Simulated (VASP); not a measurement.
Output of a VASP run:

File OSZICAR:
```
       N       E                     dE             d eps       ncg     rms          rms(c)
DAV:   1     0.509932884635E+02    0.50993E+02   -0.71148E+03   443   0.121E+03
DAV:   2    -0.258695932268E+02   -0.76863E+02   -0.73127E+02   465   0.247E+02
DAV:   3    -0.318658034775E+02   -0.59962E+01   -0.59494E+01   524   0.705E+01
DAV:   4    -0.320286504092E+02   -0.16285E+00   -0.16271E+00   514   0.120E+01
DAV:   5    -0.320335447889E+02   -0.48944E-02   -0.48942E-02   527   0.219E+00    0.240E+00
DAV:   6    -0.303688077072E+02    0.16647E+01   -0.40938E-01   458   0.811E+00    0.221E+00
DAV:   7    -0.305227610609E+02   -0.15395E+00   -0.24796E-01   449   0.669E+00    0.574E-01
DAV:   8    -0.303615348377E+02    0.16123E+00   -0.18785E-01   440   0.502E+00    0.217E-01
DAV:   9    -0.305479058055E+02   -0.18637E+00   -0.10194E-01   440   0.394E+00    0.288E-01
DAV:  10    -0.304625341865E+02    0.85372E-01   -0.63728E-02   443   0.331E+00    0.164E-01
DAV:  11    -0.305642206755E+02   -0.10169E+00   -0.29376E-02   440   0.226E+00    0.591E-02
DAV:  12    -0.305630910556E+02    0.11296E-02   -0.37288E-04   536   0.245E-01    0.690E-02
DAV:  13    -0.305642716721E+02   -0.11806E-02   -0.65280E-04   440   0.382E-01    0.655E-02
DAV:  14    -0.305656612548E+02   -0.13896E-02   -0.94369E-04   446   0.427E-01    0.257E-02
DAV:  15    -0.305656612449E+02    0.98885E-08   -0.25589E-05   527   0.713E-02    0.244E-02
DAV:  16    -0.305656670112E+02   -0.57662E-05   -0.10723E-05   449   0.436E-02    0.201E-02
DAV:  17    -0.305656513426E+02    0.15669E-04   -0.18700E-06   446   0.217E-02    0.158E-02
DAV:  18    -0.305656280917E+02    0.23251E-04   -0.33575E-06   455   0.355E-02    0.947E-03
DAV:  19    -0.305656175389E+02    0.10553E-04   -0.10307E-06   449   0.169E-02    0.747E-03
DAV:  20    -0.305656063615E+02    0.11177E-04   -0.57732E-07   479   0.112E-02    0.277E-03
DAV:  21    -0.305656055589E+02    0.80268E-06   -0.18491E-07   461   0.663E-03    0.765E-04
DAV:  22    -0.305656055529E+02    0.59283E-08   -0.30709E-08   258   0.246E-03
   1 F= -.30565606E+02 E0= -.30565606E+02  d E =-.542936E-20
```

**OUTCAR**
```
------------------------ aborting loop because EDIFF is reached ----------------------------------------
  FORCE on cell =-STRESS in cart. coord.  units (eV):
  Direction    XX          YY          ZZ          XY          YZ          ZX
  --------------------------------------------------------------------------------------
  Total        0.5601303      0.5601303      0.5601303      0.0000000     -0.0000000     -0.0000000
  in kB       14.6524310     14.6524310     14.6524310      0.0000000     -0.0000000     -0.0000000
  external PRESSURE =      14.6524310 kB  Pullay stress =       0.0000000 kB
  volume of cell :       61.25
      direct lattice vectors                 reciprocal lattice vectors
     0.000000000  3.128623644  3.128623644    -0.159814684  0.159814684  0.159814684
     3.128623644  0.000000000  3.128623644     0.159814684 -0.159814684  0.159814684
     3.128623644  3.128623644  0.000000000     0.159814684  0.159814684 -0.159814684
  FREE ENERGIE OF THE ION-ELECTRON SYSTEM (eV)
  ---------------------------------------------------
  free  energy   TOTEN  =       -30.5656055529 eV

  energy  without entropy=      -30.5656055529  energy(sigma->0) =      -30.56560555
```
(Selected blocks of OUTCAR.)

### POSCAR
```
NaI
1
    0.0000000000     3.1286236435     3.1286236435
    3.1286236435     0.0000000000     3.1286236435
    3.1286236435     3.1286236435     0.0000000000
Na I
1 1
Direct
  0.0000000000   0.0000000000   0.0000000000
  0.5000000000   0.5000000000   0.5000000000
```

Write an INCAR and KPOINTS that could have produced this output.

One answer among several that fit: the input of the run itself, r2SCAN+rVV10, plane waves, VASP's PBE PAW potentials (set 64).

**KPOINTS**
```
Automatic mesh
0
Gamma
7 7 7
0 0 0
```

**INCAR**
```
ALGO = Normal
BPARAM = 11.95
CPARAM = 0.0093
EDIFF = 1E-7
ENCUT = 520
ISIF = 2
ISMEAR = 0
LASPH = .TRUE.
LCHARG = .FALSE.
LMAXMIX = 4
LMIXTAU = .TRUE.
LREAL = .FALSE.
LUSE_VDW = .TRUE.
LWAVE = .FALSE.
METAGGA = R2SCAN
NELM = 100
PREC = Accurate
SIGMA = 0.05
SYSTEM = NaI
```

POTCAR, in this order: Na_pv I (PBE.64 set). Program: vasp_std.

The compound is NaI in the rock salt structure. This cell is one point of a volume scan, at 0.94 of the reference volume.
